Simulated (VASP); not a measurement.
All values below come from AM05 GGA, VASP's PBE PAW potentials (set 64) (plane waves; VASP).

Input for VASP

File KPOINTS:
```
Automatic mesh
0
Gamma
12 12 10
0 0 0
```

**INCAR**
```
ALGO = Normal
EDIFF = 1E-7
EDIFFG = -0.01
ENCUT = 520
GGA = AM
IBRION = 2
ISIF = 4
ISMEAR = 1
LASPH = .TRUE.
LCHARG = .FALSE.
LMAXMIX = 4
LREAL = .FALSE.
LWAVE = .FALSE.
NELM = 100
NSW = 30
PREC = Accurate
SIGMA = 0.1
SYSTEM = TiB2
```

POSCAR:
```
TiB2
1
    1.5087021305    -2.6131487697     0.0000000000
    1.5087021305     2.6131487697     0.0000000000
    0.0000000000     0.0000000000     3.1769200648
Ti B
1 2
Direct
  0.0000000000   0.0000000000   1.0000000000
  0.3333330000   0.6666670000   0.5000000000
  0.6666670000   0.3333330000   0.5000000000
```

POTCAR, in this order: Ti_sv B (PBE.64 set). Program: vasp_std.

The run wrote:

File OSZICAR:
```
       N       E                     dE             d eps       ncg     rms          rms(c)
DAV:   1     0.128896412680E+03    0.12890E+03   -0.92965E+03  2964   0.159E+03
DAV:   2    -0.207270785368E+02   -0.14962E+03   -0.14576E+03  3044   0.401E+02
DAV:   3    -0.300991747304E+02   -0.93721E+01   -0.92275E+01  4352   0.945E+01
DAV:   4    -0.304224247267E+02   -0.32325E+00   -0.32290E+00  3770   0.162E+01
DAV:   5    -0.304318066836E+02   -0.93820E-02   -0.93806E-02  4387   0.242E+00    0.177E+01
DAV:   6    -0.254476408370E+02    0.49842E+01   -0.24395E+01  3906   0.601E+01    0.400E+00
DAV:   7    -0.254870255044E+02   -0.39385E-01   -0.14627E+00  3278   0.142E+01    0.348E+00
DAV:   8    -0.254967354365E+02   -0.97099E-02   -0.16389E-01  4360   0.369E+00    0.756E-01
DAV:   9    -0.254880773801E+02    0.86581E-02   -0.65234E-02  3987   0.333E+00    0.245E-01
DAV:  10    -0.254876061120E+02    0.47127E-03   -0.48416E-03  3716   0.992E-01    0.891E-02
DAV:  11    -0.254876004827E+02    0.56292E-05   -0.20398E-04  4075   0.187E-01    0.572E-02
DAV:  12    -0.254875762224E+02    0.24260E-04   -0.16960E-04  3844   0.179E-01    0.103E-02
DAV:  13    -0.254875738273E+02    0.23951E-05   -0.11914E-05  3625   0.466E-02    0.185E-03
DAV:  14    -0.254875741738E+02   -0.34646E-06   -0.23000E-07  3047   0.560E-03    0.615E-04
DAV:  15    -0.254875741273E+02    0.46483E-07   -0.31090E-08  1667   0.186E-03
   1 F= -.25487574E+02 E0= -.25487357E+02  d E =-.254876E+02
       N       E                     dE             d eps       ncg     rms          rms(c)
DAV:   1    -0.254876348020E+02   -0.60628E-04   -0.23332E-03  3214   0.785E-01    0.485E-02
DAV:   2    -0.254876063922E+02    0.28410E-04   -0.12819E-04  3093   0.122E-01    0.277E-02
DAV:   3    -0.254875939405E+02    0.12452E-04   -0.14544E-05  3436   0.515E-02    0.815E-03
DAV:   4    -0.254875927444E+02    0.11960E-05   -0.26483E-06  3544   0.201E-02    0.119E-03
DAV:   5    -0.254875926938E+02    0.50580E-07   -0.19278E-07  2266   0.579E-03
   2 F= -.25487593E+02 E0= -.25487386E+02  d E =-.185665E-04
```

**OUTCAR**
```
------------------------ aborting loop because EDIFF is reached ----------------------------------------
  FORCE on cell =-STRESS in cart. coord.  units (eV):
  Direction    XX          YY          ZZ          XY          YZ          ZX
  --------------------------------------------------------------------------------------
  Total        0.0131055      0.0131055      0.0117221      0.0000000      0.0000000     -0.0000000
  in kB        0.8382254      0.8382254      0.7497404      0.0000000      0.0000000     -0.0000000
  external PRESSURE =       0.8087304 kB  Pullay stress =       0.0000000 kB
  volume of cell :       25.05
      direct lattice vectors                 reciprocal lattice vectors
     1.509178872 -2.613974510  0.000000000     0.331305990 -0.191279601 -0.000000000
     1.509178872  2.613974510  0.000000000     0.331305990  0.191279601  0.000000000
     0.000000000 -0.000000000  3.174913239    -0.000000000  0.000000000  0.314969237
 POSITION                                       TOTAL-FORCE (eV/Angst)
 -----------------------------------------------------------------------------------
      3.01836     -0.00000      3.17491        -0.000000     -0.000000      0.000000
      1.50918      0.87133      1.58746         0.000000      0.000000     -0.000000
      1.50918     -0.87133      1.58746        -0.000000     -0.000000      0.000000
 -----------------------------------------------------------------------------------
    total drift:                                0.000000      0.000000     -0.000000
  FREE ENERGIE OF THE ION-ELECTRON SYSTEM (eV)
  ---------------------------------------------------
  free  energy   TOTEN  =       -25.4875926938 eV

  energy  without entropy=      -25.4869734109  energy(sigma->0) =      -25.48738627

 reached required accuracy - stopping structural energy minimisation
```
(Selected blocks of OUTCAR.)

File CONTCAR:
```
TiB2
   1.00000000000000
     1.5091788717886807   -2.6139745098742169    0.0000000000000000
     1.5091788717886807    2.6139745098742169    0.0000000000000000
     0.0000000000000000   -0.0000000000000000    3.1749132387023633
  Ti              B
     1     2
Direct
     1.0000000000000000    1.0000000000000000    1.0000000000000000
     0.3333330000000032    0.6666669999999968    0.5000000000000000
     0.6666669999999968    0.3333330000000032    0.5000000000000000
```

The compound is TiB2 in the AlB2 type structure. This run relaxes it. Symmetry was kept, so distortions that lower it aren't found.
